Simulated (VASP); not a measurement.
A convergence study with VASP on ZnO (wurtzite): one setting is varied, all else stays as given below, so the limit is that of these other settings.

```
CELL_PARAMETERS angstrom
      1.62500    -2.81458     0.00000
      1.62500     2.81458     0.00000
      0.00000     0.00000     5.21000
ATOMIC_POSITIONS crystal
  Zn 0.66667 0.33333 0.50000
  Zn 0.33333 0.66667 0.00000
  O  0.66667 0.33333 0.88200
  O  0.33333 0.66667 0.38200
```

Level of theory: PBE GGA, VASP's PBE PAW potentials (set 64) (plane waves; VASP 6.6.1). The tightest run used: 700 eV cut-off, 17×17×9 Γ-centred mesh, Gaussian smearing of 0.050 eV, potentials Zn O.

| setting | E (eV/atom) | pressure (GPa) | irreducible k-points |
|---|---|---|---|
| 1×1×1 mesh | -1.8014 | 36.23 | 1 |
| 2×2×1 mesh | -4.3156 | 4.52 | 2 |
| 3×3×2 mesh | -4.4278 | 5.80 | 6 |

Task: These are the cheaper rows. Estimate the results at 17×17×9 mesh, and how far the last row shown lies from them.

Result: 
```csv
quantity,tightest run,last row shown is off by
E (eV/atom),-4.4587,0.0310
pressure (GPa),5.61,0.19
```

Left out are rungs that failed or repeat a setting and relaxations that didn't move; long series are thinned to 24 rows.

The compound is ZnO in the wurtzite structure. The cell was not relaxed at this level.
